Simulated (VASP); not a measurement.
```xyz
2
Lattice="1.3686 -2.3705 0.0000 1.3686 2.3705 0.0000 0.0000 0.0000 4.4340" Properties=species:S:1:pos:R:3 pbc="T T T"
Re     1.3686     0.7902     1.1085
Re     1.3686    -0.7902     3.3255
```

Calculation: PBEsol GGA, VASP's PBE PAW potentials (set 64) (plane waves; VASP). Numerical set-up: 500 eV cut-off, 15×15×8 Γ-centred mesh, first-order Methfessel-Paxton smearing of 0.10 eV, potentials Re.

Unless said otherwise, spin-orbit coupling is left out, though it shifts the bands of the heavy elements here.

Problem. What does the run give for the energy per atom (σ→0), pressure, band gap (on the k-mesh) with the smallest direct gap where there is one?

Solution. 
The band gap (on the k-mesh) is none (metal, semimetal or under 0.01 eV) and the energy per atom (σ→0) is -13.367 eV/atom. The pressure is 4.87 GPa.

Only differences to runs with the same potentials and settings are physical.

The compound is Re in the hcp structure. It was relaxed first under an external pressure of 5 GPa.
